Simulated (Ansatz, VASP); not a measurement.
# Cross-check of Ni (Ni(110)) between VASP and Ansatz, part 3 of 3

One calculation is typed for both programs; each brings its own data sets. How far apart do they land? The cell is taken from a series of runs on this material, whose earlier steps may have relaxed, scaled, displaced or heated it; both programs get it as it stands.

VASP 6.6.1 and Ansatz 0.2.0.

So far: Ansatz: single point, PBE, pair 1; VASP: single point, PBE, pair 1; Differences; Ansatz: single point, PBE, pair 2; VASP: single point, PBE, pair 2; Comparison.

## 8. Ansatz: single point, PBE, pair 3

Level of this step: Ansatz beside VASP: Kohn-Sham DFT, plane waves, PBE (Ansatz).

With cell and atoms fixed, the geometry can't cause a difference; cores, projectors, grids and the points listed under the comparison can. This pair takes another cell of the material, with 5 atoms against 4 for the pair before.

The cell is taken from a series of runs on this material, whose earlier steps may have relaxed, scaled, displaced or heated it; both programs get it as it stands.

The input, input.yaml:

```yaml
crystal:
  lattice:
    - [3.52, 0.0, 0.0]
    - [0.0, 2.4890158698, 0.0]
    - [0.0, 0.0, 22.9780317396]
  atoms:
    - { symbol: Ni, position: [0.0, 0.0, 0.3916784563], spin: 0.7 }
    - { symbol: Ni, position: [0.5, 0.5, 0.4458392281], spin: 0.7 }
    - { symbol: Ni, position: [0.0, 0.0, 0.5], spin: 0.7 }
    - { symbol: Ni, position: [0.5, 0.5, 0.5541607719], spin: 0.7 }
    - { symbol: Ni, position: [0.0, 0.0, 0.6083215437], spin: 0.7 }
magnetization:
  spin_polarized: true
kpoints:
  mp_grid: { grid: [12, 16, 1] }
hamiltonian:
  xc: pbe
scf:
  occupations: { method: fermi_dirac, width: 0.1 }
  convergence: { dr2_threshold: 1.0e-09 }
efield:
  axis: 3
  dipole_correction: true
  ramp_position: 0.97
  ramp_width: 0.06
output:
  write_potential: true
  write_density: true
  volumetric_format: npy
```

On the command line:

```sh
$ ansatz run input.yaml --threads 4 --pin off --max-ram 6144MiB --backend cpu --events-out ev --progress --plain --runs-dir out
```

Numbers of over 12 decimals in the logs are rounded to 6 here.

The log of the run:

```text
[...]
Crystal: 5 atoms, lattice volume = 201.318 Å³
Basis set: ecut = 420 eV, 3931 PW (Γ)
Bands: 57, of which v1, the nominal top of the filled ones, is band 45 counted from 1 (44 counted from 0)
Symmetry: 4 space group operations
k-points: 63 of 192
[...]
k-point 1 ↑: bands = [... 41 lower, 0.5886, 0.6908, 0.7350, 0.9840, 1.0132, 1.0497, 1.0640, 2.9059, ... 8 higher]
  k-point 2 ↑: bands = [... 41 lower, 0.6477, 0.6492, 0.6698, 0.9125, 0.9591, 1.1032, 1.1986, 3.1698, ... 8 higher]
  k-point 62 ↓: bands = [... 41 lower, 1.9028, 1.9065, 1.9111, 2.0433, 2.7625, 3.0976, 5.4458, 6.0414, ... 8 higher]
[key lines of the parts left out:]
SCF converged after 16 iterations
Magnetization: 3.5411 μB (46.7706 up, 43.2294 down)
Free energy (F): -29196.166402 eV
Fermi energy:    1.660115 eV
Dipole field:    D = 0.000005 V/Å  (p = 0.000005 e·Å, saw-weighted, corrected)
Work function:   Φ+ = 4.5302 eV   Φ− = 4.5303 eV
```

## 9. VASP: single point, PBE, pair 3

The same cell, functional, mesh and smearing now go to VASP, with its own data sets.

The input, INCAR:

```
SYSTEM = Ni
PREC = Accurate
ENCUT = 520
EDIFF = 1E-06
NELM = 200
ISMEAR = -1
SIGMA = 0.1
LREAL = .FALSE.
ALGO = Normal
GGA = PE
NBANDS = 36
ISPIN = 2
MAGMOM = 0.81 0.68 0.72 0.68 0.81
LASPH = .TRUE.
LMAXMIX = 4
LORBIT = 11
LWAVE = .FALSE.
LCHARG = .FALSE.
ISIF = 2
LDIPOL = .TRUE.
IDIPOL = 3
DIPOL = 0.5 0.5 0.5
LVHAR = .TRUE.
GGA_COMPAT = .FALSE.
NELMDL = -8
KPAR = 2
```

The input, POSCAR:

```
Ni
1.0
    3.5200000000      0.0000000000      0.0000000000
    0.0000000000      2.4890158698      0.0000000000
    0.0000000000      0.0000000000     22.9780317396
Ni
5
Direct
    0.0000000000      0.0000000000      0.3916784563
    0.5000000000      0.5000000000      0.4458392281
    0.0000000000      0.0000000000      0.5000000000
    0.5000000000      0.5000000000      0.5541607719
    0.0000000000      0.0000000000      0.6083215437
```

The input, KPOINTS:

```
Automatic mesh
0
Gamma
12 16 1
0 0 0
```

PAW data sets: Ni (PBE family, release 64).

On the command line:

```sh
$ mpirun -np 2 vasp_std
```

The log of the run:

```text
[banner, memory and clock lines left out]
running    2 mpi-ranks, on    1 nodes
[...]
LDA part: xc-table for (Slater+PW92), standard interpolation
 POSCAR, INCAR and KPOINTS ok, starting setup
[...]
entering main loop
       N       E                     dE             d eps       ncg     rms          rms(c)
DAV:   1     0.331443519276E+03    0.33144E+03   -0.21287E+04  9072   0.136E+03
DAV:   2    -0.905060088863E+01   -0.34049E+03   -0.32321E+03  9172   0.304E+02
DAV:   3    -0.291526689224E+02   -0.20102E+02   -0.19270E+02  9968   0.106E+02
DAV:   4    -0.294590746223E+02   -0.30641E+00   -0.30591E+00 10520   0.146E+01
[...]
DAV:  36    -0.249519261087E+02   -0.25846E-05   -0.19569E-08  6116   0.848E-04    0.246E-04
DAV:  37    -0.249519277290E+02   -0.16203E-05   -0.17777E-08  6188   0.443E-04    0.142E-04
DAV:  38    -0.249519283352E+02   -0.60624E-06   -0.64448E-09  6104   0.282E-04
   1 F= -.24951928E+02 E0= -.24794488E+02  d E =-.314881E+00  mag=     3.4736
```

OUTCAR, selected parts (step 9):

```text
  Total       -3.1292251     -2.7489646     -1.8214777      0.0000000      0.0000000      0.0000000
  in kB      -24.9037204    -21.8774439    -14.4961033      0.0000000      0.0000000      0.0000000
  external PRESSURE =     -20.4257559 kB  Pullay stress =       0.0000000 kB

 POSITION                                       TOTAL-FORCE (eV/Angst)
 -----------------------------------------------------------------------------------
      0.00000      0.00000      9.00000         0.000000      0.000000      0.649416
      1.76000      1.24451     10.24451         0.000000     -0.000000     -0.568381
      0.00000      0.00000     11.48902         0.000000      0.000000      0.000000
      1.76000      1.24451     12.73352         0.000000      0.000000      0.568381
      0.00000      0.00000     13.97803         0.000000      0.000000     -0.649416
 -----------------------------------------------------------------------------------
    total drift:                                0.000000     -0.000000      0.000000

  FREE ENERGIE OF THE ION-ELECTRON SYSTEM (eV)
  ---------------------------------------------------
  free  energy   TOTEN  =       -24.9519283352 eV

  energy  without entropy=      -24.6370474963  energy(sigma->0) =      -24.79448792

 magnetization (x)
# of ion       s       p       d       tot
------------------------------------------
    1        0.001  -0.014   0.789   0.777
    2       -0.007  -0.025   0.672   0.640
    3       -0.007  -0.024   0.707   0.676
    4       -0.007  -0.025   0.672   0.640
    5        0.001  -0.014   0.789   0.777
--------------------------------------------------
tot         -0.018  -0.101   3.628   3.510

[... 3 further parts left out ...]
[key lines of the parts left out:]
E-fermi :  -0.7107
```

## 10. Side by side

What differs besides the data sets and the points named for the pairs above, as far as they apply: the data sets hold 90 valence electrons in Ansatz (on its default PAW (the set named soft_2) files) and 50 in VASP. Total energies have different zeros and are not compared.

The two programs side by side:

| quantity | Ansatz | VASP | difference |
| --- | --- | --- | --- |
| total moment (μB) | 3.54 | 3.47 | +0.07 |
| moment on Ni1 (μB) | 0.81 | 0.78 | +0.03 |
| moment on Ni5 (μB) | 0.81 | 0.78 | +0.03 |
| moment on Ni3 (μB) | 0.72 | 0.68 | +0.04 |
| moment on Ni2 (μB) | 0.68 | 0.64 | +0.04 |
| moment on Ni4 (μB) | 0.68 | 0.64 | +0.04 |
| work function, lower of the two faces (eV) | 4.53 | 4.52 | +0.01 |
| work function, higher of the two faces (eV) | 4.53 | 4.52 | +0.01 |

With vacuum in the cell, a pressure given here is an average over mostly empty space and none of the material.

## 11. Results

| Item | Value |
| --- | --- |
| difference in work function, higher of the two faces (single point, PBE, pair 1) | 0.0077 eV |
| difference in work function, higher of the two faces (single point, PBE, pair 2) | 0.013 eV |
| difference in work function, higher of the two faces (single point, PBE, pair 3) | 0.011 eV |

The difference in work function, higher of the two faces is 0.0077 eV (single point, PBE, pair 1). The data sets hold unlike numbers of valence electrons (54 in Ansatz and 30 in VASP, 72 in Ansatz and 40 in VASP and 90 in Ansatz and 50 in VASP), so part of the differences comes from the potentials. 2 further runs of this series are not shown here. Such differences can come from data sets, numerical settings and the points named under the comparisons, not from the functional's error against experiment.

[Lines on the potential files, build, host, timing and source positions are cut from VASP's logs without a mark.]

[Logs are printed without paths, hosts, clocks, repeated set-up lines and the standing remarks that a program may print on its own settings, such as how far it seeks lower states.]

[Hosts, paths, dates, database ids (printed as entryN), source tags and the programs' standing remarks are cut or masked in the printed files.]
